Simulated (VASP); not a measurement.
Here is the system:

```xyz
3
Lattice="0.0000 2.8125 2.8125 2.8125 0.0000 2.8125 2.8125 2.8125 0.0000" Properties=species:S:1:pos:R:3 pbc="T T T"
Cu     2.8125     2.8125     2.8125
Cu     1.4063     1.4063     1.4063
Se     0.0000     0.0000     0.0000
```

Computed with LDA (Ceperley-Alder, Perdew-Zunger), VASP's LDA PAW potentials (set 64) (plane waves; VASP). Numerical set-up: 400 eV cut-off, 11×11×11 Γ-centred mesh, tetrahedra with Blöchl corrections, potentials Cu Se.

Q: Predict the energy per atom (σ→0), band gap (on the k-mesh) with the smallest direct gap where there is one.

A: 
```json
{
 "band gap (on the k-mesh)": "none (metal, semimetal or under 0.01 eV)",
 "energy per atom (σ→0)": "-4.490 eV/atom"
}
```

The absolute energy has meaning only against runs of the same code, potentials and settings.

The structure comes from a computed database's Cu2Se entry (F-43m); how it stands against other phases isn't given here. It was relaxed first, which changed the volume by -8 %.
